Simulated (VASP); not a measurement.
Input:

```yaml
crystal:
  lattice:
    - [0.00000, 3.04726, 3.04726]
    - [3.04726, 0.00000, 3.04726]
    - [3.04726, 3.04726, 0.00000]
  atoms:
    - { symbol: Cd, position: [0.00000, 0.00000, 0.00000] }
    - { symbol: Se, position: [0.25000, 0.25000, 0.25000] }
```

Level of theory: PBEsol GGA, VASP's PBE PAW potentials (set 64) (plane waves; VASP). Settings: 500 eV cut-off, 8×8×8 Γ-centred mesh, Gaussian smearing of 0.050 eV, potentials Cd Se.

Question: What does the run give for the energy per atom (σ→0), band gap (on the k-mesh) with the smallest direct gap where there is one?

Answer: 
```yaml
band gap (on the k-mesh): 0.47 eV
smallest direct gap (on the k-mesh): 0.47 eV
energy per atom (σ→0): -3.089 eV/atom
```

The absolute energy has meaning only against runs of the same code, potentials and settings.

The structure was generated: CdSe was put into the zinc blende type (F-43m), which need not be its known phase. It was relaxed first.
